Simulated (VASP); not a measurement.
Method: LDA (Ceperley-Alder, Perdew-Zunger), VASP's LDA PAW potentials (set 64) (plane waves; VASP 6.6.1).

Input for VASP

**INCAR**
```
# general
SYSTEM  = WS2
PREC    = Accurate
ENCUT   = 400   # plane-wave cut-off (eV)
LREAL   = .False.   # projection in real space or not
LASPH   = .True.   # aspherical one-centre terms

# electronic loop
EDIFF   = 1E-8   # SCF stop (eV)
NELM    = 100   # most electronic steps
ALGO    = Normal
LMAXMIX = 6   # l cut-off of mixed one-centre charges

# smearing
ISMEAR  = 0
SIGMA   = 0.05   # width (eV)

# ions
IBRION  = 1   # quasi-Newton
NSW     = 30   # most ionic steps
ISIF    = 2
EDIFFG  = -0.001   # ionic stop

# output
LWAVE   = .False.
LCHARG  = .False.
```

### POSCAR
```
WS2
1.0
  1.5642004382  -2.7092746107   0.0000000000
  1.5642004382   2.7092746107   0.0000000000
  0.0000000000   0.0000000000  12.1782107521
W S
2 4
Direct
  0.3333330000   0.6666670000   0.2500000000
  0.6666670000   0.3333330000   0.7500000000
  0.3333330000   0.6666670000   0.8784065417
  0.6666670000   0.3333330000   0.3784065417
  0.6666670000   0.3333330000   0.1215934583
  0.3333330000   0.6666670000   0.6215934583
```

File KPOINTS:
```
kpoints
0
Gamma
 7 7 2
0 0 0
```

POTCAR, in this order: W_sv S (LDA.64 set). Program: vasp_std.

Question: Estimate the energy per atom (σ→0).

Answer: 
energy per atom (σ→0): -8.755 eV/atom

### OSZICAR
```
...
DAV:  11    -0.525271495905E+02    0.21778E-03   -0.28432E-03  1200   0.314E-01    0.954E-02
DAV:  12    -0.525271197881E+02    0.29802E-04   -0.16827E-04  1214   0.822E-02    0.315E-02
DAV:  13    -0.525271217994E+02   -0.20113E-05   -0.47401E-05  1284   0.355E-02    0.991E-03
DAV:  14    -0.525271213712E+02    0.42812E-06   -0.38770E-06  1205   0.103E-02    0.142E-02
DAV:  15    -0.525271209759E+02    0.39537E-06   -0.14623E-06  1275   0.679E-03    0.287E-03
DAV:  16    -0.525271209504E+02    0.25469E-07   -0.18829E-07  1365   0.234E-03    0.110E-03
DAV:  17    -0.525271209497E+02    0.73214E-09   -0.39897E-09   811   0.391E-04
   1 F= -.52527121E+02 E0= -.52527121E+02  d E =-.525271E+02
```

The compound is WS2 in the 2H layered structure. It was relaxed first. The start is the result of an earlier pass.
